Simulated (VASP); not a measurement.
# Hf2Pd2Se2Br2O3 under changes of volume

One of the cells (18.964 Å³/atom); the others are scaled copies at fixed shape and fractional positions:

```
Hf Pd Se Br O
1.0
     3.75081    0.00000    0.00000
    -1.87540    3.24829    0.00000
     0.00000    0.00000   17.12131
Hf Pd Se Br O
2 2 2 2 3
Cartesian
  1.8754 1.0828 15.9887
  0.0000 2.1655 1.1326
  0.0000 0.0000 5.1874
  0.0000 0.0000 11.9339
  0.0000 2.1655 3.8778
  1.8754 1.0828 13.2435
  1.8754 1.0828 6.8249
  0.0000 2.1655 10.2964
  0.0000 2.1655 15.8696
  1.8754 1.0828 1.2517
  0.0000 0.0000 0.0000
```

The cell was built by a generator and needn't be a form met in nature.

* Program: VASP 6.6.1
* Functional: PBE
* Potentials or basis: VASP PAW PBE potentials, release 64 (Hf_pv, Pd, Se, Br, O)
* Cutoff: 520 eV
* k mesh: 8 × 8 × 2
* Occupations: fermi-dirac, width 0.05 eV
* Spin: no spin polarisation

```tsv
volume (Å³/atom)	energy over the lowest point (meV/atom)	pressure (GPa)	largest force (eV/Å)
17.476	?	?	?
17.848	6.57	4.1	0.321
18.220	0.00	1.5	0.154
18.964	3.35	-2.9	0.258
19.336	12.12	-4.7	0.314
19.707	24.94	-6.4	0.382
```

Task: What does the run at 17.476 Å³/atom give?

Result: Energy over the lowest point 19.53 meV/atom; pressure 7.0 GPa; largest force 0.504 eV/Å.

Worked out: A Birch-Murnaghan fit of order 3 (a polynomial in V^(-2/3)) to the other rows has its minimum at 18.47 Å³/atom with B0 = V·E''(V) = 113 GPa and B' = 4.5 at fixed shape and positions, which overstates the stiffness. It gives 19.51 meV/atom at 17.476 Å³/atom, against the run's 19.53, and -dE/dV = 7.0 GPa, against 7.0.

Energies are extrapolated to zero smearing.

Caveats: this functional lacks dispersion, which binds the layers, so the pressure and a relaxed spacing across them are unreliable.
